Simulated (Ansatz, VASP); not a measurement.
# Two plane-wave programs on In3TeCl

```
Cl Te In
1.0
     6.04454    0.00000    0.00000
     0.00000    6.04454    0.00000
     0.00000    0.00000    6.04454
Cl Te In
1 1 3
Direct
  0.00000 0.00000 0.00000
  0.50000 0.50000 0.50000
  0.50000 0.50000 0.00000
  0.50000 0.00000 0.50000
  0.00000 0.50000 0.50000
```

The cell comes from a database or a generator and needn't be the stable form of this composition.

Alike in both runs: task single point; functional PBE; k mesh 4 × 4 × 4; occupations gaussian, width 0.05 eV; no spin polarisation.

|  | VASP | Ansatz |
| --- | --- | --- |
| version | VASP 6.6.1 | Ansatz 0.2.0 |
| potentials or method | VASP PAW PBE potentials, release 64 (Cl, Te, In_d) | scalar-relativistic, plane waves, PAW |
| plane-wave cutoff (eV) | 520 | 420 |
| valence electrons in the cell | 52 | 62 |

|  | VASP | Ansatz | Ansatz less VASP |
| --- | --- | --- | --- |
| gap on the k mesh at the Fermi level (eV) | none | none | - |
| pressure (GPa) | 0.7 | 0.7 | +0.02 |

A gap of «none» marks a metal or a gap that the smearing closes. With one functional, cell and mesh, what is left measures potentials, basis and numerics. The two sets of potentials don't hold the same shells in valence.

The runs have no spin-orbit coupling, so splittings on Te are missing.
